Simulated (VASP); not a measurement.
Energy against volume of FeAl (CsCl type). These are optB86b-vdW, VASP's PBE PAW potentials (set 64) (plane waves; VASP) values and carry that method's errors. Run with 520 eV cut-off, 13×13×13 Γ-centred mesh, first-order Methfessel-Paxton smearing of 0.10 eV, potentials Al Fe.

```tsv
V (Å³/atom)	E (eV/atom)
11.281	-4.56443
11.630	-4.57093
11.979	-4.56520
12.328	-4.54905
```

### Question
Fit these four points and predict the energy of the run at 10.932 Å³/atom.

### Answer
A cubic in V^(−2/3), the third-order Birch-Murnaghan form, passes through the four points with V0 = 11.63 Å³/atom and B0 = 187 GPa, and gives -4.5436 eV/atom there. The run gave -4.5436 eV/atom, -0.0 meV/atom from the fit; all five points give B0 = 187 GPa.

The compound is FeAl in the CsCl type structure. It was relaxed first, which changed the volume by -6 %. The run is not spin-polarised, so no magnetic state was tried.
